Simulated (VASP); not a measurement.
The input files of a VASP run:

### KPOINTS
```
Regular mesh
0
gamma
  8 8 5
0 0 0
```

INCAR:
```
! general
SYSTEM  = SiC
PREC    = Accurate
ENCUT   = 620   ! plane-wave cut-off (eV)
LREAL   = F   ! projection in real space or not
LASPH   = T   ! aspherical one-centre terms

! electronic loop
EDIFF   = 1E-6   ! SCF stop (eV)
NELM    = 100   ! most electronic steps
ALGO    = Normal

! smearing
ISMEAR  = 0   ! Gaussian
SIGMA   = 0.05   ! width (eV)

! functional
GGA     = PS   ! PBEsol

! ions
IBRION  = 2
NSW     = 40   ! most ionic steps
ISIF    = 3   ! ions, shape and volume
EDIFFG  = -0.02   ! ionic stop
PSTRESS = 300   ! kbar

! output
LWAVE   = F
LCHARG  = F
```

**POSCAR**
```
SiC
1.0
  2.9992458471   0.0000000000   0.0000000000
 -1.4996229235   2.5974226449   0.0000000000
  0.0000000000   0.0000000000   4.9199546592
Si C
2 2
Cartesian
 -0.0000014996   1.7316159624   4.9180019828
  1.4996244232   0.8658066825   2.4580246532
 -0.0000014996   1.7316159624   1.8469356736
  1.4996244232   0.8658066825   4.3069130032
```

POTCAR, in this order: Si C (PBE.64 set). Program: vasp_std.

Question: Write an equivalent input for Quantum ESPRESSO's pw.x.

Answer: One equivalent input (not run):
```
&CONTROL
  calculation = 'vc-relax'
  pseudo_dir = './pseudo'
  outdir = './out'
  tprnfor = .true.
  tstress = .true.
  nstep = 40
  forc_conv_thr = 0.00078
/
&SYSTEM
  ibrav = 0
  nat = 4
  ntyp = 2
  ecutwfc = 82
  occupations = 'smearing'
  smearing = 'gaussian'
  degauss = 0.003675
  input_dft = 'pbesol'
/
&ELECTRONS
  conv_thr = 7.3e-08
  electron_maxstep = 100
/
&IONS
/
&CELL
  press = 300
/
ATOMIC_SPECIES
  Si 28.085 Si.upf
  C 12.011 C.upf
CELL_PARAMETERS angstrom
     2.9992458    0.0000000    0.0000000
    -1.4996229    2.5974226    0.0000000
     0.0000000    0.0000000    4.9199547
ATOMIC_POSITIONS crystal
  Si   0.3333330  0.6666670  0.9996031
  Si   0.6666670  0.3333330  0.4996031
  C    0.3333330  0.6666670  0.3753969
  C    0.6666670  0.3333330  0.8753969
K_POINTS automatic
  8 8 5 0 0 0
```
The two are equivalent in intent, not identical: the potentials are each code's own (VASP's PAW set, PseudoDojo norm-conserving files in pw.x), so ENCUT and ecutwfc are chosen apart and not converted; conv_thr bounds pw.x's estimated SCF error, while EDIFF bounds the energy change between steps; forc_conv_thr acts on force components and is met together with etot_conv_thr.

The structure was generated: SiC was put into the wurtzite type (P6_3mc), which need not be its known phase. This run relaxes it under an external pressure of 30 GPa. Symmetry was kept, so distortions that lower it aren't found.
